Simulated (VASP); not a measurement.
```
Al3Sc
1.0
    4.10000     0.00000     0.00000
    0.00000     5.79828     0.00000
    0.00000     0.00000    23.24790
Sc Al
3 9
Direct
  0.99607   0.45407   0.40606
  0.00440   0.95765   0.52960
  0.00457   0.45504   0.65606
  0.50340   0.20762   0.34438
  0.00594   0.96743   0.40616
  0.50196   0.71011   0.34482
  0.50617   0.70837   0.46663
  0.99705   0.46209   0.53184
  0.49163   0.21713   0.46925
  0.49834   0.21143   0.59290
  0.98675   0.95763   0.65590
  0.50372   0.71522   0.59638
```

Method: PBE GGA, VASP's PBE PAW potentials (set 64) (plane waves; VASP 6.6.1). Run with 300 eV cut-off, 7×5×1 Γ-centred mesh, Gaussian smearing of 0.10 eV, potentials Sc_sv Al.

At this cut-off the stress carries a Pulay error, which pulls relaxed volumes low. The cell holds a wide vacuum, so values per volume refer to the whole cell.

The ions are relaxed. Which structure does the run end with?

```
Al3Sc
1.0
    4.10000     0.00000     0.00000
    0.00000     5.79828     0.00000
    0.00000     0.00000    23.24790
Sc Al
3 9
Cartesian
  0.00286   2.66922   9.46946
  4.09957   5.56883  12.28554
  4.09630   2.66864  15.23605
  2.05450   1.18748   8.06827
  0.00411   5.56843   9.19727
  2.05446   4.15044   8.06812
  2.05152   4.12752  10.89584
  4.09963   2.66912  12.33978
  2.05135   1.21200  10.89688
  2.04647   1.19533  13.87815
  4.09272   5.56742  15.27560
  2.04649   4.14144  13.87649
```

How much energy does the relaxation gain?

The energy (σ→0) changes by -17.5 meV/atom, in 12 ionic steps.

| step | E(σ→0) (eV) | max force (eV/Å) | pressure (GPa) | volume (Å³) |
|---|---|---|---|---|
| 1 | -53.2770 | 0.987 | -0.68 | 552.67 |
| 2 | -53.3673 | 0.721 | -0.70 | 552.67 |
| 3 | -53.4425 | 0.434 | -0.65 | 552.67 |
| 4 | -53.4665 | 0.186 | -0.64 | 552.67 |
| 5 | -53.4730 | 0.183 | -0.62 | 552.67 |
| 6 | -53.4801 | 0.107 | -0.62 | 552.67 |
| 7 | -53.4840 | 0.097 | -0.62 | 552.67 |
| 8 | -53.4858 | 0.034 | -0.63 | 552.67 |
| 9 | -53.4861 | 0.037 | -0.63 | 552.67 |
| 10 | -53.4865 | 0.015 | -0.63 | 552.67 |
| 11 | -53.4865 | 0.017 | -0.63 | 552.67 |
| 12 | -53.4866 | 0.008 | -0.63 | 552.67 |

The cell is a sheet with vacuum, built from a generated structure.
